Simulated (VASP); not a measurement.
**WSi (relaxed from the rock salt structure, space group Fm-3m): computed properties**

Method: PBE GGA, VASP's PBE PAW potentials (set 64) (plane waves; VASP).

```json
{
  "space_group": "Fm-3m (225)",
  "cell": "a = b = c = 5.026 Å, α = β = γ = 90.00°",
  "volume_per_atom": "15.87 Å^3/atom",
  "band gap (over mesh and band path)": "none (metal, semimetal or under 0.01 eV)",
  "density": "11.09 g/cm³"
}
```

WSi is taken in the cubic space group Fm-3m (No. 225), the rock salt structure, Pearson symbol cF8. Conventional cell: a = b = c = 5.0257 Å, α = β = γ = 90.00°. W on 4a has 6 Si at 2.513 Å (octahedral). Si on 4b is coordinated by 6 W at 2.513 Å (octahedral). (Neighbours: up to the widest gap in distance over summed covalent radii, below 1.35, at either atom; cation-cation and far metal-metal contacts left out.)
(The calculation used a cell of 2 atoms; values per cell refer to that cell.)

Unless said otherwise, spin-orbit coupling is left out, though it shifts the bands of the heavy elements here.

The structure was generated: WSi was put into the rock salt type (Fm-3m), which need not be its known phase. It was relaxed first, which changed the volume by -38 %. Symmetry was kept, so distortions that lower it aren't found.
